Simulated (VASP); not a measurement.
An input for Ansatz (written as the equivalent of a VASP run, and not itself run):

Ansatz 0.2 input:
```yaml
crystal:
  lattice:
    - [1.5590600, -2.7003718, 0.0000000]
    - [1.5590600, 2.7003718, 0.0000000]
    - [0.0000000, 0.0000000, 10.2787610]
  atoms:
    - { symbol: La, position: [0.0000000, 0.0000000, 0.5000000] }
    - { symbol: La, position: [0.0000000, 0.0000000, 0.0000000] }
    - { symbol: La, position: [0.3333330, 0.6666670, 0.2500000] }
    - { symbol: La, position: [0.6666670, 0.3333330, 0.7500000] }
kpoints:
  mp_grid: { grid: [11, 11, 3] }
hamiltonian:
  xc: pbe
  pseudopotentials: { kind: paw }
scf:
  occupations: { method: methfessel_paxton, width: 0.1 }
  max_iter: 100
relax:
  max_steps: 40
  f_tol: 0.02
  cell: { p_target: 30 }
output: { forces: true, stress: true, eigenvalues: true }
```

Translate this input to VASP (INCAR, KPOINTS, POSCAR, choice of POTCAR).

Several could match; the one computed here: 
### KPOINTS
```
Regular mesh
0
gamma
  11 11 3
0 0 0
```

### INCAR
```
PREC  =  Accurate
ISIF  =  3   ! ions, shape and volume
SYSTEM  =  La
LWAVE  =  .FALSE.
LCHARG  =  .FALSE.
LASPH  =  .TRUE.   ! aspherical one-centre terms
PSTRESS  =  300   ! kbar
NELM  =  100   ! most electronic steps
EDIFFG  =  -0.02
IBRION  =  2
ALGO  =  Normal
GGA  =  PE   ! PBE
EDIFF  =  1E-6   ! SCF stop (eV)
LREAL  =  .FALSE.   ! projection in real space or not
SIGMA  =  0.1   ! width (eV)
NSW  =  40
ENCUT  =  500   ! plane-wave cut-off (eV)
LMAXMIX  =  6   ! l cut-off of mixed one-centre charges
ISMEAR  =  1
```

### POSCAR
```
La
1
    1.5590599535    -2.7003718048    -0.0000000000
    1.5590599535     2.7003718048     0.0000000000
    0.0000000000     0.0000000000    10.2787609820
La
4
Direct
  0.0000000000   0.0000000000   0.5000000000
  0.0000000000   0.0000000000   0.0000000000
  0.3333330000   0.6666670000   0.2500000000
  0.6666670000   0.3333330000   0.7500000000
```

POTCAR, in this order: La (PBE.64 set). Program: vasp_std.

The two are equivalent in intent, not identical: each code has its own PAW files, so the cut-off isn't converted (ENCUT is set for VASP's; basis.ecutwfc is left out, and Ansatz then takes the one that its files recommend); Ansatz stops its SCF on the density residual and VASP on the energy change (EDIFF).

The compound is La in the dhcp structure. It was relaxed first under an external pressure of 30 GPa.
